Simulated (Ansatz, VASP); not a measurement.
# Cross-check of SnMoPd (SnMoPd in the AlB2 type) between VASP and Ansatz

One calculation is typed for both programs; each brings its own data sets. How far apart do they land? The cell is generated by rule, not measured, and may not be a known phase. Of the first pair: The two relaxations start from unlike cells of this crystal (the structure described is Ansatz's start), so only their ends are compared.

Main program and level: Ansatz 0.2.0; plane waves, with VASP 6.6.1 beside it; relaxation of cell and atoms at PBE and zone-centre phonons at PBE.

## 1. The starting structure

It takes space group P-6m2 (No. 187, hexagonal). Conventional cell: a = 3.980 Å, b = 3.980 Å, c = 4.179 Å, α = 90.00°, β = 90.00°, γ = 120.00°. Mo has 6 Pd at 3.11 Å and 6 Sn at 3.11 Å nearest. Nearest to Sn lie 3 Pd at 2.30 Å and 6 Mo at 3.11 Å. Nearest to Pd lie 3 Sn at 2.30 Å and 6 Mo at 3.11 Å. Farther neighbours are not listed.

Structure file:

```cif
data_structure
_symmetry_space_group_name_H-M 'P-6m2'
_symmetry_Int_Tables_number 187
_cell_length_a 3.9804
_cell_length_b 3.9804
_cell_length_c 4.1794
_cell_angle_alpha 90.000
_cell_angle_beta 90.000
_cell_angle_gamma 120.000
_cell_volume 57.34
loop_
_atom_site_label
_atom_site_type_symbol
_atom_site_symmetry_multiplicity
_atom_site_Wyckoff_symbol
_atom_site_fract_x
_atom_site_fract_y
_atom_site_fract_z
_atom_site_occupancy
Mo1 Mo 1 a 0.00000 0.00000 0.00000 1
Sn1 Sn 1 d 0.33333 0.66667 0.50000 1
Pd1 Pd 1 f 0.66667 0.33333 0.50000 1
```

## 2. Ansatz: relaxation of cell and atoms, PBE, pair 1

Ansatz runs on its PAW soft_1 files.

The relaxed volume is the usual yardstick between codes: in a stiff, nearly cubic crystal its relative difference is about their pressure difference at one cell divided by the bulk modulus.

input.yaml reads:

```yaml
crystal:
  lattice:
    - [3.98036, 0.0, 0.0]
    - [-1.99018, 3.44709, 0.0]
    - [0.0, 0.0, 4.17938]
  atoms:
    - { symbol: Mo, position: [0.0, 0.0, 0.0] }
    - { symbol: Sn, position: [0.33333333, 0.66666667, 0.5] }
    - { symbol: Pd, position: [0.66666667, 0.33333333, 0.5] }
kpoints:
  mp_grid: { grid: [6, 6, 6] }
hamiltonian:
  xc: pbe
  pseudopotentials: { kind: paw, azcp: { folder: soft_1 } }
scf:
  occupations: { method: gaussian, width: 0.1 }
output:
  forces: true
  stress: true
  eigenvalues: true
relax:
  adjacent_minimum: "off"
  f_tol: 0.05
  max_steps: 80
  cell: { stress_tol: 0.5 }
```

On the command line:

```sh
> ansatz run input.yaml --threads 4 --pin off --max-ram 12288MiB --backend cpu --events-out ev --progress --plain --runs-dir out
```

Numbers of over 12 decimals in the logs are rounded to 6 here.

The log of the run:

```text
The last accepted step is kept in <dir> (removed where the run ends without a failure and the disk answers)
Engine: ansatz 0.2.0, x86_64-unknown-linux-gnu
Pseudopotentials: kind: paw
Pseudopotential: Mo, paw, valence charge 14, recommended cutoff 420 eV (normal), soft_1/Mo.paw.azcp
Pseudopotential: Sn, paw, valence charge 14, recommended cutoff 420 eV (normal), soft_1/Sn.paw.azcp
Pseudopotential: Pd, paw, valence charge 18, recommended cutoff 420 eV (normal), soft_1/Pd.paw.azcp
Functional definition: PBE
  parameter kappa = 0.804
  parameter beta = 0.066725
  exchange = pbe_x(kappa = kappa, mu = beta*pi^2/3)
  correlation = pbe_c(beta = beta)
Crystal: 3 atoms, lattice volume = 57.344 Å³
Basis set: ecut = 420 eV, 1129 PW (Γ), exchange–correlation on 54×54×60 points (8 copies of the dense FFT grid, shifted against one another)
Bands: 28, of which v1, the nominal top of the filled ones, is band 23 counted from 1 (22 counted from 0)
Symmetry: 12 space group operations
Space group: P-6m2 (ITA 187), of the structure as read, at distance tolerance 3.9e-5 Å
k-points: 28 of 216 (time reversal used)
Non-local potential: Mo, projectors of the file, l = 0: 3, l = 1: 2, l = 2: 2, l = 3: 1
Non-local potential: Sn, projectors of the file, l = 0: 2, l = 1: 2, l = 2: 2, l = 3: 1
Non-local potential: Pd, projectors of the file, l = 0: 2, l = 1: 2, l = 2: 2, l = 3: 1
PAW form: soft (Blöchl's): semilocal exchange-correlation on the pseudo side does not see the compensation charge
PAW one-centre angular grid: Mo, 590 points (default); XC on 64 Gauss nodes
PAW one-centre angular grid: Sn, 590 points (default); XC on 64 Gauss nodes
PAW one-centre angular grid: Pd, 590 points (default); XC on 64 Gauss nodes
Initial density: superposition of atomic densities (chi_scale 0.1, normalization cell, long waves kept (reshape's long-wave potential 0.00 eV rms))
Initial wavefunctions: pseudopotential atomic-orbital guess
Functional: x = pbe(κ = 0.804, μ = 0.219515), c = pbe(β = 0.066725)
SCF iter   1: F=—  HF=-17953.786888 eV  |F-HF|=—  |Δ(HF+E_count)|=         —  Δρ=1.54e-1  dr2=1.83e1  ethr=3.10e-3  ⟨swp⟩=5.9  Hψ=3290  notcnv=0
preconditioner: auto → Kerker (q_TF=auto, 2.630 Å⁻¹)  [metal: Δε(μ)=0.061 eV  Ē_g=12.419 eV  σ=0.100 eV  W_gap=0.33  n_scr=20 (ndim 8)  ℏωp=26.9 eV  f_vac=0.000  D(μ)=0.50/eV (n_scr^D=0)]
SCF iter   2: F=—  HF=-17950.894044 eV  |F-HF|=—  |Δ(HF+E_count)|=    2.89e0  Δρ=6.35e-2  dr2=3.42e0  ethr=3.10e-3  ⟨swp⟩=2.7  Hψ=1910  notcnv=0  defer=3
preconditioner: auto → Resta (q_TF=auto, 2.630 Å⁻¹)  ε∞=5.9  [insulator: Δε(μ)=0.215 eV  Ē_g=12.125 eV  σ=0.100 eV  W_gap=0.56  n_scr=20 (ndim 8)  ℏωp=26.9 eV  f_vac=0.000  D(μ)=0.63/eV (n_scr^D=0)  ε∞_Penn≈5.9]
SCF iter   3: F=—  HF=-17950.182468 eV  |F-HF|=—  |Δ(HF+E_count)|=   7.12e-1  Δρ=1.37e-2  dr2=1.70e-1  ethr=3.10e-3  ⟨swp⟩=2.1  Hψ=1264  notcnv=0  defer=2
SCF iter   4: F=—  HF=-17950.155415 eV  |F-HF|=—  |Δ(HF+E_count)|=   2.71e-2  Δρ=2.54e-3  dr2=4.91e-3  ethr=3.69e-4  ⟨swp⟩=2.1  Hψ=1120  notcnv=0
SCF iter   5: F=—  HF=-17950.155032 eV  |F-HF|=—  |Δ(HF+E_count)|=   3.83e-4  Δρ=6.09e-4  dr2=1.75e-4  ethr=1.07e-5  ⟨swp⟩=2.0  Hψ=1077  notcnv=0
SCF iter   6: F=—  HF=-17950.155051 eV  |F-HF|=—  |Δ(HF+E_count)|=   1.90e-5  Δρ=1.34e-4  dr2=1.01e-5  ethr=3.80e-7  ⟨swp⟩=2.1  Hψ=1198  notcnv=0
SCF iter   7: F=—  HF=-17950.155050 eV  |F-HF|=—  |Δ(HF+E_count)|=   1.21e-6  Δρ=4.19e-5  dr2=7.54e-7  ethr=2.20e-8  ⟨swp⟩=2.0  Hψ=1205  notcnv=0
SCF iter   8: F=-17950.155049 eV  HF=-17950.155049 eV  |F-HF|=1.92e-8  |Δ(HF+E_count)|=   2.84e-7  Δρ=8.46e-6  dr2=4.26e-8  ethr=2.17e-10  ⟨swp⟩=7.0  Hψ=3560  notcnv=0
SCF 1 converged in 8 iterations: F = -17950.155049 eV  dr2 = 4.26e-8
  greatest PAW one-centre occupation: 1.000 electrons in one spin orbital (limit 2), on the Pd atom at site 2 (counted from 0), in its partial waves of l = 0
relax step   1: F+E_penalty+E_count = -17950.15504930 eV  Δ(F+E_penalty+E_count) = +0.000e0 eV  max|allowed force component| = 2.776e-16 eV/Å  Δτ_max = 0.0000 Å  P = +14.716 GPa  Ω = 57.344 Å³  (8 SCF iters, dr2 threshold 1.00e-7 eV, accepted)
[...]
relax step  10: F+E_penalty+E_count = -17952.85034436 eV  Δ(F+E_penalty+E_count) = -9.849e-3 eV  max|allowed force component| = 1.218e-16 eV/Å  Δτ_max = 0.0000 Å  P = +0.297 GPa  Ω = 52.551 Å³  stress off target by 6.29e-1 GPa  SCF on the basis re-selected at this cell (its energy is not comparable with the rows above)  (6 SCF iters)
[...]
relax step  11: F+E_penalty+E_count = -17952.85089485 eV  Δ(F+E_penalty+E_count) = -5.505e-4 eV  max|allowed force component| = 4.611e-16 eV/Å  Δτ_max = 0.0000 Å  P = +0.030 GPa  Ω = 52.618 Å³  energy of the carried Pulay correction = -1.648e-5 eV  (6 SCF iters, dr2 threshold 3.00e-7 eV, accepted)
[...]
relax step  12: F+E_penalty+E_count = -17952.85091243 eV  Δ(F+E_penalty+E_count) = -1.759e-5 eV  max|allowed force component| = 5.011e-16 eV/Å  Δτ_max = 0.0000 Å  P = +0.029 GPa  Ω = 52.618 Å³  stress off target by 3.16e-2 GPa  SCF on the basis re-selected at this cell (its energy is not comparable with the rows above)  (7 SCF iters)
basis re-selected at this cell: Δ(F+E_penalty+E_count) = -1.759e-5 eV, ΔP = -0.000 GPa vs the last step (what re-selecting the basis moved, of the pressure what is left beyond the Pulay correction that the steps carried, after the strain that the cell walked since its last selection, with what the two solves' SCF thresholds leave and, on support functions, any second-order correction that the steps lacked; it is no m [...]
SCF converged after 7 iterations
Free energy (F): -17952.850912 eV
Harris-Foulkes:  -17952.850912 eV  (|F-HF|=0.00e0)
Internal energy: -17952.828775 eV  (E = F + TS)
E sigma→0 (E₀):  -17952.839843 eV
Entropy (-TS):   -0.022138 eV (-7.379 meV/atom)
Fermi energy:    17.787479 eV
--- Per-component energies (eV) ---
  E_band       = -268.524759
  E_kinetic    = 1038.328534
  E_local      = -3724.846235  (includes V_loc(G=0)·N_el)
  E_nonlocal   = 665.796566
  E_hartree    = 1569.454230
  E_xc         = -440.007854
  E_vxc        = -474.577656  (∫ρ·V_xc dr)
  E_paw        = -11393.927366  (= ΣΔE_a)
  E_vpaw       = -912.135011  (= ΣTr[D̂ρ^β])
  E_aug_tail   = 0.000584  (compensation charges beyond the density's cutoff)
  E_ewald      = -5667.627233
  E_smearing   = -0.022138  (= −TS)
  E_closure    = 0.000000  (closes the sum)
  Σ components = -17952.850912   (vs F -17952.850912, Δ=0.00e0)
--- Forces (eV/Å), atoms counted from 1 ---
  atom   1  Mo    -0.00000000     0.00000000     0.00000000
  atom   2  Sn     0.00000000     0.00000000     0.00000000
  atom   3  Pd     0.00000000    -0.00000000    -0.00000000
  max |Σ_I F_I| component: 8.28e-16 eV/Å
--- Stress (GPa, compression-positive) ---
        0.027876      -0.000000      -0.000000
       -0.000000       0.027876      -0.000000
        0.000000      -0.000000       0.031560
  P = ⅓ Tr σ = 0.0291 GPa (0.291 kbar)
--- Band table (eV; the first three rows and the last of 28) ---
  k-point 0: bands = [... 19 lower, 15.4986, 15.5894, 15.5894, 18.9177, 18.9177, 19.4450, 21.5692, 21.5692, ... 1 higher]
  k-point 1: bands = [... 19 lower, 16.1683, 16.3190, 16.3190, 18.2114, 18.2114, 19.6643, 21.5911, 22.4867, ... 1 higher]
  k-point 2: bands = [... 19 lower, 17.1018, 17.1018, 17.2292, 17.7184, 17.7184, 19.7890, 20.4252, 22.0111, ... 1 higher]
  k-point 27: bands = [... 19 lower, 15.2547, 16.7644, 16.8015, 17.0834, 19.0413, 19.4830, 19.5769, 19.6696, ... 1 higher]
--- Relaxed structure (10 steps of the walk, 10 accepted, 2 SCFs on fresh bases) ---
  F+E_penalty+E_count = -17952.85091243 eV   max|allowed force component| = 5.011e-16 eV/Å   (the final SCF, on the basis selected at the relaxed cell)
  cell:  # Å, volume = 52.6183 Å³
    - [4.549030, 3.156764445803673e-17, 1.1387560555204054e-17]
    - [-2.274515, 3.939576, -5.6937802776020225e-18]
    - [1.1956949293195858e-17, 0, 2.936082]
  atoms:
    - { symbol: Mo, position: [0, 0, 0] }
    - { symbol: Sn, position: [0.333333, 0.666667, 0.500000] }
    - { symbol: Pd, position: [0.666667, 0.333333, 0.500000] }
```

Reading the cycles: dr2 is the Hartree energy of the density residual (eV), the measure of convergence; HF is the Harris–Foulkes estimate of the energy, which meets the free energy F at convergence.

## 3. VASP: relaxation of cell and atoms, PBE, pair 1

Its own start cell and the same functional, mesh and smearing now go to VASP, with its own data sets.

Lines of VASP's logs that name or quote its potential files are left out, and so is its time.

INCAR reads:

```
SYSTEM = SnMoPd
PREC = Accurate
ENCUT = 500
EDIFF = 1E-07
NELM = 120
ISMEAR = 0
SIGMA = 0.1
LREAL = .FALSE.
ALGO = Normal
GGA = PE
NBANDS = 25
LASPH = .TRUE.
LORBIT = 11
LWAVE = .FALSE.
LCHARG = .FALSE.
ISIF = 3
IBRION = 2
NSW = 80
EDIFFG = -0.005
GGA_COMPAT = .FALSE.
NELMIN = 4
KPAR = 2
```

POSCAR reads:

```
SnMoPd
1.0
    4.5479162941      0.0000000000      0.0000000000
   -2.2739581470      3.9386108414      0.0000000000
    0.0000000000      0.0000000000      2.9382802487
Mo Sn Pd
1 1 1
Direct
    0.0000000000      0.0000000000      0.0000000000
    0.3333333817      0.6666667634      0.5000000000
    0.6666666183      0.3333332366      0.5000000000
```

KPOINTS reads:

```
Automatic mesh
0
Gamma
6 6 6
0 0 0
```

PAW data sets: Mo_sv, Sn_d and Pd (PBE family, release 64).

On the command line:

```sh
> mpirun -np 2 vasp_std
```

The log of the run:

```text
[banner, memory and clock lines left out]
running    2 mpi-ranks, on    1 nodes
 distrk:  each k-point on    1 cores,    2 groups
 distr:  one band on    1 cores,    1 groups

 POSCAR found type information on POSCAR MoSnPd
 POSCAR found :  3 types and       3 ions
 LDA part: xc-table for (Slater+PW92), standard interpolation
 POSCAR, INCAR and KPOINTS ok, starting setup
 FFT: planning ... GRIDC
 FFT: planning ... GRID_SOFT
 FFT: planning ... GRID
 WAVECAR not read
 entering main loop
       N       E                     dE             d eps       ncg     rms          rms(c)
DAV:   1     0.371946341155E+03    0.37195E+03   -0.19143E+04  1433   0.211E+03
DAV:   2     0.783532579689E+01   -0.36411E+03   -0.35594E+03  1472   0.533E+02
DAV:   3    -0.200316757120E+02   -0.27867E+02   -0.27270E+02  1647   0.133E+02
DAV:   4    -0.207266048360E+02   -0.69493E+00   -0.69178E+00  1616   0.217E+01
DAV:   5    -0.207420397496E+02   -0.15435E-01   -0.15432E-01  1846   0.339E+00    0.125E+01
DAV:   6    -0.198478858480E+02    0.89415E+00   -0.66248E+00  1486   0.132E+01    0.443E+00
DAV:   7    -0.197846173010E+02    0.63269E-01   -0.28551E+00  1491   0.113E+01    0.420E+00
DAV:   8    -0.196079225424E+02    0.17669E+00   -0.50502E-01  1559   0.566E+00    0.174E+00
DAV:   9    -0.195990860949E+02    0.88364E-02   -0.93155E-02  1702   0.206E+00    0.491E-01
DAV:  10    -0.195955608048E+02    0.35253E-02   -0.16076E-02  1608   0.109E+00    0.179E-01
DAV:  11    -0.195955392037E+02    0.21601E-04   -0.10917E-03  1780   0.312E-01    0.503E-02
DAV:  12    -0.195955205677E+02    0.18636E-04   -0.18474E-04  1548   0.104E-01    0.163E-02
DAV:  13    -0.195955171625E+02    0.34053E-05   -0.14082E-05  1651   0.341E-02    0.351E-03
DAV:  14    -0.195955169063E+02    0.25615E-06   -0.63040E-07  1510   0.671E-03    0.147E-03
DAV:  15    -0.195955168140E+02    0.92276E-07   -0.71925E-08   795   0.263E-03
   1 F= -.19595517E+02 E0= -.19584539E+02  d E =-.195955E+02
[...]
2 F= -.19595501E+02 E0= -.19584412E+02  d E =0.162082E-04
[...]
3 F= -.19595580E+02 E0= -.19584551E+02  d E =-.634550E-04
[...]
4 F= -.19595580E+02 E0= -.19584548E+02  d E =-.635210E-04
 curvature:  -0.24 expect dE=-0.920E-05 dE for cont linesearch -0.946E-08
 trial: gam= 0.14668 g(F)=  0.788E-41 g(S)=  0.376E-04 ort =-0.328E-05 (trialstep = 0.898E+00)
 search vector abs. value=  0.426E-04
 bond charge predicted
       N       E                     dE             d eps       ncg     rms          rms(c)
DAV:   1    -0.195958741985E+02   -0.29380E-03   -0.86763E-03  1447   0.832E-01    0.106E-01
DAV:   2    -0.195956376135E+02    0.23659E-03   -0.67156E-04  1463   0.233E-01    0.421E-02
DAV:   3    -0.195956047588E+02    0.32855E-04   -0.12067E-04  1803   0.106E-01    0.237E-02
DAV:   4    -0.195955942800E+02    0.10479E-04   -0.59448E-05  1780   0.576E-02    0.145E-02
DAV:   5    -0.195955914111E+02    0.28689E-05   -0.11878E-05  1824   0.266E-02    0.456E-03
DAV:   6    -0.195955920063E+02   -0.59523E-06   -0.93145E-07  1734   0.695E-03    0.164E-03
DAV:   7    -0.195955921793E+02   -0.17294E-06   -0.64446E-08   770   0.187E-03    0.596E-04
DAV:   8    -0.195955922182E+02   -0.38930E-07   -0.96206E-09   700   0.866E-04
   5 F= -.19595592E+02 E0= -.19584520E+02  d E =-.118832E-04
 trial-energy change:   -0.000012  1 .order   -0.000011   -0.000033    0.000011
 step:   0.6923(harm=  0.6807)  dis= 0.00000  next Energy=   -19.595593 (dE=-0.131E-04)
 reached required accuracy - stopping structural energy minimisation
```

From OUTCAR (step 3):

```text
ion  position               nearest neighbor table
   1  0.000  0.000  0.000-   2 3.01   3 3.01   2 3.01   3 3.01   3 3.01   3 3.01   2 3.01   2 3.01
                             3 3.01   3 3.01   2 3.01   2 3.01
   2  0.333  0.667  0.500-   3 2.63   3 2.63   3 2.63   1 3.01   1 3.01   1 3.01   1 3.01   1 3.01
                             1 3.01
   3  0.667  0.333  0.500-   2 2.63   2 2.63   2 2.63   1 3.01   1 3.01   1 3.01   1 3.01   1 3.01
                             1 3.01

  LATTYP: Found a hexagonal cell.
 ALAT       =     4.5479162941
 C/A-ratio  =     0.6460717521

 Subroutine GETGRP returns: Found 12 space group operations
 (whereof 12 operations were pure point group operations)

The static configuration has the point symmetry D_3h.

 Found     28 irreducible k-points:

   k-points           NKPTS =     28   k-points in BZ     NKDIM =     28   number of bands    NBANDS=     25

   dimension x,y,z NGX =    36 NGY =   36 NGZ =   24
   dimension x,y,z NGXF=    72 NGYF=   72 NGZF=   48

   ENCUT  =  500.0 eV  36.75 Ry    6.06 a.u.   8.29  8.29  5.36*2*pi/ulx,y,z

   NELECT =      38.0000    total number of electrons

 k-points in reciprocal lattice and weights: Automatic mesh
   0.00000000  0.00000000  0.00000000       0.005
   0.16666667 -0.00000000  0.00000000       0.028
   0.33333333 -0.00000000  0.00000000       0.028
   0.50000000  0.00000000  0.00000000       0.014
   0.16666667  0.16666667  0.00000000       0.028
   0.33333333  0.16666667  0.00000000       0.056
   0.33333333  0.33333333  0.00000000       0.009
   0.00000000  0.00000000  0.16666667       0.009
   0.16666667 -0.00000000  0.16666667       0.056
[...]
0.33333333  0.16666667  0.50000000       0.056
   0.33333333  0.33333333  0.50000000       0.009

 average (electrostatic) potential at core
       1 -70.8845       2 -95.8826       3 -69.8160

 E-fermi :  11.0290

 k-point     1 :       0.0000    0.0000    0.0000
  band No.  band energies     occupation
    ...
     14       8.6173      2.00000
     15       8.7512      2.00000
     16       8.7513      2.00000
     17       8.8335      2.00000
     18       8.8335      2.00000
     19      12.1624      0.00000
     20      12.1624      0.00000
     21      12.6753      0.00000
     22      14.8022      0.00000
     23      14.8022      0.00000
    ...

 k-point     2 :       0.1667   -0.0000    0.0000
  band No.  band energies     occupation
    ...
     14       8.5426      2.00000
     15       8.7347      2.00000
     16       8.7519      2.00000
     17       8.8362      2.00000
     18       8.8506      2.00000
     19      12.0211      0.00000
     20      12.1941      0.00000
     21      12.7494      0.00000
     22      13.2961      0.00000
     23      13.5976      0.00000
    ...

 k-point     3 :       0.3333   -0.0000    0.0000
  band No.  band energies     occupation
    ...
     14       7.9074      2.00000
     15       8.7026      2.00000
     16       8.7298      2.00000
     17       8.9732      2.00000
     18       8.9929      2.00000
     19      11.2942      0.00018
     20      11.5885      0.00000
     21      11.8442      0.00000
     22      12.2568      0.00000
     23      14.7112      0.00000
    ...

  Total        0.0001140      0.0001140      0.0147054      0.0000000      0.0000000     -0.0000000
  in kB        0.0034662      0.0034662      0.4472783      0.0000000      0.0000000     -0.0000000
  external PRESSURE =       0.1514036 kB  Pullay stress =       0.0000000 kB

  energy-cutoff  :      500.00
  volume of cell :       52.68
      direct lattice vectors                 reciprocal lattice vectors
     4.551753082  0.000000000  0.000000000     0.219695573  0.126841305 -0.000000000
    -2.275876541  3.941933597 -0.000000000    -0.000000000  0.253682609 -0.000000000
    -0.000000000  0.000000000  2.935766223    -0.000000000  0.000000000  0.340626577

 POSITION                                       TOTAL-FORCE (eV/Angst)
 -----------------------------------------------------------------------------------
     -0.00000      0.00000      2.93577        -0.000000     -0.000000     -0.000000
      0.00000      2.62796      1.46788         0.000000      0.000000      0.000000
      2.27588      1.31398      1.46788        -0.000000     -0.000000     -0.000000
 -----------------------------------------------------------------------------------
    total drift:                                0.000001     -0.000077     -0.000000

  FREE ENERGIE OF THE ION-ELECTRON SYSTEM (eV)
  ---------------------------------------------------
  free  energy   TOTEN  =       -19.5955922182 eV

  energy  without entropy=      -19.5734468350  energy(sigma->0) =      -19.58451953

 reached required accuracy - stopping structural energy minimisation

 total charge
# of ion       s       p       d       tot
------------------------------------------
    1        2.249   6.108   3.833  12.190
    2        1.107   1.312  10.078  12.497
    3        0.477   0.543   8.563   9.583
--------------------------------------------------
tot          3.833   7.963  22.474  34.269

[... 3 further parts left out ...]
```

CONTCAR:

```
SnMoPd
   1.00000000000000
     4.5517530821076395    0.0000000000000487    0.0000000000000000
    -2.2758765410037354    3.9419335967683069   -0.0000000000000000
    -0.0000000000000000    0.0000000000000000    2.9357662231608823
  Mo              Sn              Pd
     1     1     1
Direct
     0.0000000000000000    0.0000000000000000    1.0000000000000000
     0.3333333817000010    0.6666667634000021    0.5000000000000000
     0.6666666182999990    0.3333332365999979    0.5000000000000000
```

## 4. Side by side

Known differences besides the potentials themselves: the data sets hold 46 valence electrons in Ansatz (on its PAW soft_1 files) and 38 in VASP; the cutoff is 420 eV in Ansatz and 500 eV in VASP; Ansatz adds a Pulay correction to the stress that steers its cell, VASP none. Total energies have different zeros and are not compared.

Both answers:

```csv
quantity,Ansatz,VASP,difference
volume (Å³),52.62,52.68,-0.11 %
"edge a after relaxation, in the typed setting (Å)",4.549,4.552,-0.06 %
"edge c after relaxation, in the typed setting (Å)",2.936,2.936,+0.01 %
```

(Part 1 of 2 ends here.)

[Lines on the potential files, build, host, timing and source positions are cut from VASP's logs without a mark.]

[Logs are printed without paths, hosts, clocks, repeated set-up lines and the standing remarks that a program may print on its own settings, such as how far it seeks lower states.]

[Hosts, paths, dates, database ids (printed as entryN), source tags and the programs' standing remarks are cut or masked in the printed files.]
